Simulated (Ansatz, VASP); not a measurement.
# Al2O3 (Corundum): VASP beside Ansatz, part 2 of 3

One calculation is typed for both programs; each brings its own data sets. How far apart do they land? The cell is taken from a series of runs on this material, whose earlier steps may have relaxed, scaled, displaced or heated it; both programs get it as it stands.

VASP 6.6.1 and Ansatz 0.2.0.

So far: Set-up; Ansatz: single point, r2SCAN with rVV10.

**3. VASP: single point, r2SCAN with rVV10**

Level of this step: r2SCAN with rVV10; plane waves and PAW (Al, O) (VASP).

The same cell, functional and mesh now go to VASP, with its own data sets.

Lines of VASP's logs that name or quote its potential files are left out, and so is its time.

INCAR

```
SYSTEM = Al2O3
PREC = Accurate
ENCUT = 580
EDIFF = 1E-06
NELM = 120
ISMEAR = 0
SIGMA = 0.01
LREAL = .FALSE.
ALGO = Normal
METAGGA = R2SCAN
LUSE_VDW = .TRUE.
IVDW_NL = 2
BPARAM = 11.95
CPARAM = 0.0093
LASPH = .TRUE.
NBANDS = 34
LORBIT = 11
LWAVE = .FALSE.
LCHARG = .FALSE.
ISIF = 2
GGA_COMPAT = .FALSE.
EFERMI = MIDGAP
LMIXTAU = .TRUE.
KPAR = 2
```

POSCAR

```
Al2O3
1.0
    2.3150045536      1.3365685022      4.2131251167
   -2.3150045536      1.3365685022      4.2131251167
    0.0000000000     -2.6731370044      4.2131251167
Al O
4 6
Direct
    0.3516197857      0.3516197857      0.3516197857
    0.1483802143      0.1483802143      0.1483802143
    0.6483802143      0.6483802143      0.6483802143
    0.8516197857      0.8516197857      0.8516197857
    0.5573070338      0.9426929662      0.2500000000
    0.2500000000      0.5573070338      0.9426929662
    0.9426929662      0.2500000000      0.5573070338
    0.4426929662      0.0573070338      0.7500000000
    0.7500000000      0.4426929662      0.0573070338
    0.0573070338      0.7500000000      0.4426929662
```

KPOINTS

```
Automatic mesh
0
Gamma
6 6 6
0 0 0
```

Potentials, in the order of the species: Al and O (PBE family, release 64).

Command:

```
mpirun -np 2 vasp_std
```

Numbers of over 12 decimals in the logs are rounded to 6 here.

Log:

```text
[banner, memory and clock lines left out]
running    2 mpi-ranks, on    1 nodes
 distrk:  each k-point on    1 cores,    2 groups
 distr:  one band on    1 cores,    1 groups

 POSCAR found type information on POSCAR AlO
 POSCAR found :  2 types and      10 ions
|                                                                             |
|               ----> ADVICE to this user running VASP <----                  |
|                                                                             |
|     You have switched on vdW-DFT.                                           |
|     This routine was written and supplied by Jiri Klimes. We recommend      |
|     that you carefully read and cite the following publications:            |
|       J. Klimes, D.R. Bowler, A. Michelides                                 |
|          J. Phys.: Cond Matt. 22 022201 (2010)                              |
|       J. Klimes, D.R. Bowler, A. Michelides                                 |
|          Phys. Rev. B. 83, 195131 (2011)                                    |
|     and references therein.                                                 |
|                                                                             |

|                                                                             |
|               ----> ADVICE to this user running VASP <----                  |
|                                                                             |
|     You enforced a specific xc type in the INCAR file but a different       |
|     [... a line on the potential file left out ...]
|     I HOPE YOU KNOW WHAT YOU ARE DOING!                                     |
|                                                                             |

 LDA part: xc-table for (None), standard interpolation
 POSCAR, INCAR and KPOINTS ok, starting setup
 FFT: planning ... GRIDC
 FFT: planning ... GRID_SOFT
 FFT: planning ... GRID
 WAVECAR not read
 entering main loop
       N       E                     dE             d eps       ncg     rms          rms(c)
Total rVV10 correction in eV:      0.9275394    56.7348997
Total rVV10 correction in eV:      0.9275394    56.7348997
DAV:   1     0.228737364192E+03    0.22874E+03   -0.28454E+04  2176   0.153E+03
DAV:   2    -0.102879838877E+03   -0.33162E+03   -0.32217E+03  2740   0.324E+02
DAV:   3    -0.115894895649E+03   -0.13015E+02   -0.12980E+02  2806   0.654E+01
DAV:   4    -0.115993346102E+03   -0.98450E-01   -0.98401E-01  2728   0.646E+00
DAV:   5    -0.115994553287E+03   -0.12072E-02   -0.12070E-02  2756   0.720E-01    0.185E+01
Total rVV10 correction in eV:      1.0476428    56.7348988
Total rVV10 correction in eV:      1.0476428    56.7348988
DAV:   6    -0.960135474737E+02    0.19981E+02   -0.17731E+01  2652   0.216E+01    0.796E+00
Total rVV10 correction in eV:      1.1021538    56.7348988
Total rVV10 correction in eV:      1.1021538    56.7348988
DAV:   7    -0.938989611847E+02    0.21146E+01   -0.28466E+00  2502   0.122E+01    0.401E+00
Total rVV10 correction in eV:      1.1519121    56.7348989
Total rVV10 correction in eV:      1.1519121    56.7348989
DAV:   8    -0.101308434614E+03   -0.74095E+01   -0.18141E+00  2306   0.908E+00    0.170E+00
Total rVV10 correction in eV:      1.1441586    56.7348989
Total rVV10 correction in eV:      1.1441586    56.7348989
DAV:   9    -0.939982608790E+02    0.73102E+01   -0.13515E+00  2228   0.761E+00    0.505E-01
Total rVV10 correction in eV:      1.1487250    56.7348989
Total rVV10 correction in eV:      1.1487250    56.7348989
DAV:  10    -0.944870871031E+02   -0.48883E+00   -0.10195E-01  2326   0.264E+00    0.350E-01
Total rVV10 correction in eV:      1.1484849    56.7348989
Total rVV10 correction in eV:      1.1484849    56.7348989
DAV:  11    -0.944794498157E+02    0.76373E-02   -0.70247E-04  2786   0.176E-01    0.374E-01
Total rVV10 correction in eV:      1.1517271    56.7348989
Total rVV10 correction in eV:      1.1517271    56.7348989
DAV:  12    -0.946454203901E+02   -0.16597E+00   -0.41556E-02  2210   0.177E+00    0.260E-01
Total rVV10 correction in eV:      1.1530678    56.7348989
Total rVV10 correction in eV:      1.1530678    56.7348989
DAV:  13    -0.946439250196E+02    0.14954E-02   -0.62322E-03  2532   0.754E-01    0.296E-01
Total rVV10 correction in eV:      1.1548655    56.7348989
Total rVV10 correction in eV:      1.1548655    56.7348989
DAV:  14    -0.946480569947E+02   -0.41320E-02   -0.59632E-03  2250   0.632E-01    0.263E-01
Total rVV10 correction in eV:      1.1545861    56.7348989
Total rVV10 correction in eV:      1.1545861    56.7348989
DAV:  15    -0.946486991459E+02   -0.64215E-03   -0.44088E-04  2398   0.195E-01    0.214E-01
Total rVV10 correction in eV:      1.1547127    56.7348989
Total rVV10 correction in eV:      1.1547127    56.7348989
DAV:  16    -0.946486755953E+02    0.23551E-04   -0.41987E-05  2664   0.497E-02    0.137E-01
Total rVV10 correction in eV:      1.1547780    56.7348989
Total rVV10 correction in eV:      1.1547780    56.7348989
DAV:  17    -0.946486693960E+02    0.61994E-05   -0.23230E-05  2388   0.336E-02    0.474E-02
Total rVV10 correction in eV:      1.1548703    56.7348989
Total rVV10 correction in eV:      1.1548703    56.7348989
DAV:  18    -0.946486993215E+02   -0.29926E-04   -0.95395E-06  2272   0.261E-02    0.270E-02
Total rVV10 correction in eV:      1.1548978    56.7348989
Total rVV10 correction in eV:      1.1548978    56.7348989
DAV:  19    -0.946487076039E+02   -0.82824E-05   -0.31612E-06  2230   0.158E-02    0.121E-02
Total rVV10 correction in eV:      1.1549014    56.7348989
Total rVV10 correction in eV:      1.1549014    56.7348989
DAV:  20    -0.946487113787E+02   -0.37748E-05   -0.13806E-06  1506   0.114E-02    0.130E-02
Total rVV10 correction in eV:      1.1548886    56.7348989
Total rVV10 correction in eV:      1.1548886    56.7348989
DAV:  21    -0.946487119516E+02   -0.57288E-06   -0.70286E-07  1510   0.821E-03
Total rVV10 correction in eV:      1.1548428    56.7348989
Total rVV10 correction in eV:      1.1548428    56.7348989
Total rVV10 correction in eV:      1.1548840    56.7348989
Total rVV10 correction in eV:      1.1548840    56.7348989
   1 F= -.94648712E+02 E0= -.94648712E+02  d E =0.000000E+00
```

From OUTCAR (step 3):

```text
ion  position               nearest neighbor table
   1  0.352  0.352  0.352-  10 1.81   8 1.81   9 1.81   5 1.92   7 1.92   6 1.92   2 2.57   3 2.71
                             3 2.71   3 2.71   2 3.14   2 3.14   2 3.14
   2  0.148  0.148  0.148-   9 1.81   8 1.81  10 1.81   5 1.92   7 1.92   6 1.92   1 2.57   4 2.71
                             4 2.71   4 2.71   1 3.14   1 3.14   1 3.14
   3  0.648  0.648  0.648-   7 1.81   5 1.81   6 1.81   8 1.92   9 1.92  10 1.92   4 2.57   1 2.71
                             1 2.71   1 2.71   4 3.14   4 3.14   4 3.14
   4  0.852  0.852  0.852-   6 1.81   5 1.81   7 1.81   8 1.92   9 1.92  10 1.92   3 2.57   2 2.71
                             2 2.71   2 2.71   3 3.14   3 3.14   3 3.14
   5  0.557  0.943  0.250-   3 1.81   4 1.81   1 1.92   2 1.92
   6  0.250  0.557  0.943-   4 1.81   3 1.81   1 1.92   2 1.92
   7  0.943  0.250  0.557-   3 1.81   4 1.81   1 1.92   2 1.92
   8  0.443  0.057  0.750-   1 1.81   2 1.81   3 1.92   4 1.92
   9  0.750  0.443  0.057-   2 1.81   1 1.81   3 1.92   4 1.92
  10  0.057  0.750  0.443-   1 1.81   2 1.81   3 1.92   4 1.92

  LATTYP: Found a trigonal (rhomboedric) cell.
 ALAT       =     4.9895976484
 COS(alpha) =     0.5694707703

 Subroutine GETGRP returns: Found 12 space group operations
 (whereof  6 operations were pure point group operations)

The static configuration has the point symmetry S_6 .
 The point group associated with its full space group is D_3d.

 Found     32 irreducible k-points:

   k-points           NKPTS =     32   k-points in BZ     NKDIM =     32   number of bands    NBANDS=     34

   dimension x,y,z NGX =    40 NGY =   40 NGZ =   40
   dimension x,y,z NGXF=    80 NGYF=   80 NGZF=   80

   ENCUT  =  580.0 eV  42.63 Ry    6.53 a.u.   9.80  9.80  9.80*2*pi/ulx,y,z

   NELECT =      48.0000    total number of electrons

 k-points in reciprocal lattice and weights: Automatic mesh
   0.00000000  0.00000000  0.00000000       0.005
   0.16666667  0.00000000 -0.00000000       0.028
   0.33333333  0.00000000  0.00000000       0.028
   0.50000000 -0.00000000  0.00000000       0.014
   0.16666667  0.16666667  0.00000000       0.028
   0.33333333  0.16666667  0.00000000       0.056
   0.50000000  0.16666667  0.00000000       0.056
  -0.33333333  0.16666667 -0.00000000       0.056
  -0.16666667  0.16666667  0.00000000       0.028
[...]
-0.33333333  0.50000000  0.33333333       0.028
   0.50000000  0.50000000  0.50000000       0.005

 average (electrostatic) potential at core
       1 -73.0925       2 -73.0925       3 -73.0925       4 -73.0925       5 -69.8918
       6 -69.8918       7 -69.8918       8 -69.8918       9 -69.8918      10 -69.8918

 E-fermi :  10.8152

 k-point     1 :       0.0000    0.0000    0.0000
  band No.  band energies     occupation
    ...
     20       6.0784      2.00000
     21       6.0784      2.00000
     22       6.6286      2.00000
     23       6.6286      2.00000
     24       6.7126      2.00000
     25      14.9178      0.00000
     26      17.4501      0.00000
     27      19.7742      0.00000
     28      20.0175      0.00000
     29      20.0175      0.00000
    ...

 k-point     2 :       0.1667    0.0000   -0.0000
  band No.  band energies     occupation
    ...
     20       5.7247      2.00000
     21       5.8754      2.00000
     22       6.2887      2.00000
     23       6.5740      2.00000
     24       6.6344      2.00000
     25      15.5348      0.00000
     26      18.0025      0.00000
     27      19.0820      0.00000
     28      19.5783      0.00000
     29      19.8002      0.00000
    ...

 k-point     3 :       0.3333    0.0000    0.0000
  band No.  band energies     occupation
    ...
     20       5.1568      2.00000
     21       5.7057      2.00000
     22       6.0382      2.00000
     23       6.3936      2.00000
     24       6.4609      2.00000
     25      16.8453      0.00000
     26      18.3985      0.00000
     27      18.5276      0.00000
     28      19.2250      0.00000
     29      19.2743      0.00000
    ...

  Total       11.4247881     11.4247881     10.8125155      0.0000000     -0.0000000      0.0000000
  in kB      234.0238159    234.0238159    221.4821064      0.0000000     -0.0000000      0.0000000
  external PRESSURE =     229.8432460 kB  Pullay stress =       0.0000000 kB

  energy-cutoff  :      580.00
  volume of cell :       78.22
      direct lattice vectors                 reciprocal lattice vectors
     2.315004554  1.336568502  4.213125117     0.215982297  0.124697437  0.079117834
    -2.315004554  1.336568502  4.213125117    -0.215982297  0.124697437  0.079117834
     0.000000000 -2.673137004  4.213125117     0.000000000 -0.249394874  0.079117834

 POSITION                                       TOTAL-FORCE (eV/Angst)
 -----------------------------------------------------------------------------------
      0.00000      0.00000      4.44425        -0.000000     -0.000000     -0.013100
      0.00000      0.00000      1.87543        -0.000000     -0.000000      0.013100
      0.00000      0.00000      8.19512        -0.000000     -0.000000      0.013100
      0.00000      0.00000     10.76394        -0.000000     -0.000000     -0.013100
     -0.89217      1.33657      7.37297        -0.015785     -0.000000      0.000000
     -0.71142     -1.44093      7.37297         0.007892     -0.013670      0.000000
      1.60359      0.10436      7.37297         0.007892      0.013670      0.000000
      0.89217     -1.33657      5.26641         0.015785     -0.000000      0.000000
      0.71142      1.44093      5.26641        -0.007892      0.013670      0.000000
     -1.60359     -0.10436      5.26641        -0.007892     -0.013670      0.000000
 -----------------------------------------------------------------------------------
    total drift:                                0.000000      0.000000      0.000000

  FREE ENERGIE OF THE ION-ELECTRON SYSTEM (eV)
  ---------------------------------------------------
  free  energy   TOTEN  =       -94.6487119516 eV

  energy  without entropy=      -94.6487119516  energy(sigma->0) =      -94.64871195

 total charge
# of ion       s       p       d       tot
------------------------------------------
    1        0.323   0.455   0.000   0.778
    2        0.323   0.455   0.000   0.778
    3        0.323   0.455   0.000   0.778
    4        0.323   0.455   0.000   0.778
    5        1.554   3.735   0.000   5.289
    6        1.554   3.735   0.000   5.289
    7        1.554   3.735   0.000   5.289
    8        1.554   3.735   0.000   5.289
    9        1.554   3.735   0.000   5.289
   10        1.554   3.735   0.000   5.289
--------------------------------------------------
tot         10.618  24.227   0.000  34.845

[... 3 further parts left out ...]
```

The run ends at a pressure of 22.98 GPa, with forces up to 0.016 eV/Å.

**4. Differences**

Known differences besides the potentials themselves: VASP keeps PBE cores, Ansatz makes them for the functional; fixed occupations in Ansatz, narrow Gaussian smearing in VASP; the cutoff is 650 eV in Ansatz and 580 eV in VASP. Total energies have different zeros and are not compared.

Compared:

```csv
quantity,Ansatz,VASP,difference
gap on the k mesh (eV),8.185,8.205,-0.020
```

A gap on the mesh is an upper bound, since the band edges may lie between its points.

**5. VASP: single point, r2SCAN with D4**

A single point gives forces, pressure and levels at one fixed geometry, so differences don't come from the geometry; what else differs is listed under the comparison.

Edit INCAR of step 3 so:

```diff
@@ -10,6 +10,7 @@
 METAGGA = R2SCAN
-LUSE_VDW = .TRUE.
-IVDW_NL = 2
-BPARAM = 11.95
-CPARAM = 0.0093
+IVDW = 13
+VDW_S6 = 1
+VDW_S8 = 0.6018749
+VDW_A1 = 0.51559235
+VDW_A2 = 5.77342911
 LASPH = .TRUE.
```

POSCAR is that of step 3.

KPOINTS is that of step 3.

Command:

```
mpirun -np 2 vasp_std
```

Log:

```text
[banner, memory and clock lines left out]
running    2 mpi-ranks, on    1 nodes
[...]
[... a notice as in an earlier step ...]

 LDA part: xc-table for (None), standard interpolation
 POSCAR, INCAR and KPOINTS ok, starting setup
[...]
entering main loop
       N       E                     dE             d eps       ncg     rms          rms(c)
DAV:   1     0.227863851524E+03    0.22786E+03   -0.28467E+04  2176   0.153E+03
DAV:   2    -0.104117766594E+03   -0.33198E+03   -0.32255E+03  2740   0.324E+02
DAV:   3    -0.117130993272E+03   -0.13013E+02   -0.12978E+02  2806   0.654E+01
DAV:   4    -0.117229556306E+03   -0.98563E-01   -0.98514E-01  2728   0.647E+00
[...]
DAV:  21    -0.958052230329E+02    0.10230E-04   -0.19698E-05  2636   0.261E-02    0.336E-02
DAV:  22    -0.958052241904E+02   -0.11576E-05   -0.33291E-06  2240   0.118E-02    0.189E-02
DAV:  23    -0.958052242421E+02   -0.51635E-07   -0.58357E-07  1202   0.486E-03
   1 F= -.96917614E+02 E0= -.96917614E+02  d E =0.000000E+00
```

OUTCAR, selected parts (step 5):

```text
  Edisp (eV):   -1.11239

  Total      10.98841    10.98841    10.42355     0.00000     0.00000     0.00000
  in kB     225.08509   225.08509   213.51461     0.00000     0.00000     0.00000
  external pressure =      221.23 kB  Pullay stress =        0.00 kB

 POSITION                                       TOTAL-FORCE (eV/Angst)
 -----------------------------------------------------------------------------------
      0.00000      0.00000      4.44425         0.000000     -0.000000     -0.022082
      0.00000      0.00000      1.87543         0.000000     -0.000000      0.022082
      0.00000      0.00000      8.19512         0.000000     -0.000000      0.022082
      0.00000      0.00000     10.76394         0.000000     -0.000000     -0.022082
     -0.89217      1.33657      7.37297        -0.019905     -0.000000      0.000000
     -0.71142     -1.44093      7.37297         0.009952     -0.017238      0.000000
      1.60359      0.10436      7.37297         0.009952      0.017238      0.000000
      0.89217     -1.33657      5.26641         0.019905     -0.000000      0.000000
      0.71142      1.44093      5.26641        -0.009952      0.017238      0.000000
     -1.60359     -0.10436      5.26641        -0.009952     -0.017238      0.000000
 -----------------------------------------------------------------------------------
    total drift:                                0.000000      0.000000      0.000000

  FREE ENERGIE OF THE ION-ELECTRON SYSTEM (eV)
  ---------------------------------------------------
  free  energy   TOTEN  =       -96.9176140937 eV

  energy  without entropy=      -96.9176140937  energy(sigma->0) =      -96.91761409

[... 2 parts as in an earlier step ...]

[... 1 further part left out ...]
[key lines of the parts left out:]
E-fermi :  10.8475
```

The run ends at a pressure of 22.12 GPa, with forces up to 0.022 eV/Å.

**6. Ansatz: single point, r2SCAN with D4**

The same cell, functional and mesh now go to Ansatz.

The cell is taken from a series of runs on this material, whose earlier steps may have relaxed, scaled, displaced or heated it; both programs get it as it stands.

input.yaml

```yaml
crystal:
  lattice:
    - [2.3150045536, 1.3365685022, 4.2131251167]
    - [-2.3150045536, 1.3365685022, 4.2131251167]
    - [0.0, -2.6731370044, 4.2131251167]
  atoms:
    - { symbol: Al, position: [0.3516197857, 0.3516197857, 0.3516197857] }
    - { symbol: Al, position: [0.1483802143, 0.1483802143, 0.1483802143] }
    - { symbol: Al, position: [0.6483802143, 0.6483802143, 0.6483802143] }
    - { symbol: Al, position: [0.8516197857, 0.8516197857, 0.8516197857] }
    - { symbol: O, position: [0.5573070338, 0.9426929662, 0.25] }
    - { symbol: O, position: [0.25, 0.5573070338, 0.9426929662] }
    - { symbol: O, position: [0.9426929662, 0.25, 0.5573070338] }
    - { symbol: O, position: [0.4426929662, 0.0573070338, 0.75] }
    - { symbol: O, position: [0.75, 0.4426929662, 0.0573070338] }
    - { symbol: O, position: [0.0573070338, 0.75, 0.4426929662] }
kpoints:
  mp_grid: { grid: [6, 6, 6] }
hamiltonian:
  xc: r2scan
  dispersion: d4
scf:
  occupations: { method: fixed }
  n_extra_bands: 7
  lower_state_search: "off"
  convergence: { dr2_threshold: 1.0e-09 }
output:
  eigenvalues: true
basis:
  ecutwfc: 650
```

Command:

```
ansatz run input.yaml --threads 20 --pin off --max-ram 73728MiB --backend cpu --events-out ev --progress --plain --runs-dir out
```

Log:

```text
[...]
Crystal: 10 atoms, lattice volume = 78.217 Å³
Basis set: ecut = 650 eV, 2957 PW (Γ), exchange–correlation on 180×180×180 points (64 copies of the dense FFT grid, shifted against one another)
Bands: 31, of which v1, the nominal top of the filled ones, is band 24 counted from 1 (23 counted from 0)
Symmetry: 12 space group operations
[...]
k-points: 32 of 216
[...]
--- Band table (eV; the first three rows and the last of 32) ---
  k-point 0: bands = [... 20 lower, 7.8378, 8.3858, 8.3858, 8.4684, 16.7015, 19.2760, 21.5596, 21.8416, ... 3 higher]
  k-point 1: bands = [... 20 lower, 7.6356, 8.0476, 8.3319, 8.3913, 17.3173, 19.8248, 20.8874, 21.4039, ... 3 higher]
  k-point 2: bands = [... 20 lower, 7.4678, 7.7975, 8.1526, 8.2192, 18.6317, 20.2127, 20.3550, 21.0337, ... 3 higher]
  k-point 31: bands = [... 20 lower, 7.9874, 7.9874, 7.9874, 7.9874, 19.0090, 19.0090, 21.4022, 21.4022, ... 3 higher]
[key lines of the parts left out:]
SCF converged after 8 iterations
Free energy (F): -5591.273389 eV
Fermi energy:    8.468443 eV
```

**7. Differences**

The two programs side by side:

```csv
quantity,Ansatz,VASP,difference
gap on the k mesh (eV),8.233,8.256,-0.023
```

A gap on the mesh is an upper bound, since the band edges may lie between its points.

(Continued in part 3 of 3.)

[Lines on the potential files, build, host, timing and source positions are cut from VASP's logs without a mark.]

[Logs are printed without paths, hosts, clocks, repeated set-up lines and the standing remarks that a program may print on its own settings, such as how far it seeks lower states.]

[Hosts, paths, dates, database ids (printed as entryN), source tags and the programs' standing remarks are cut or masked in the printed files.]
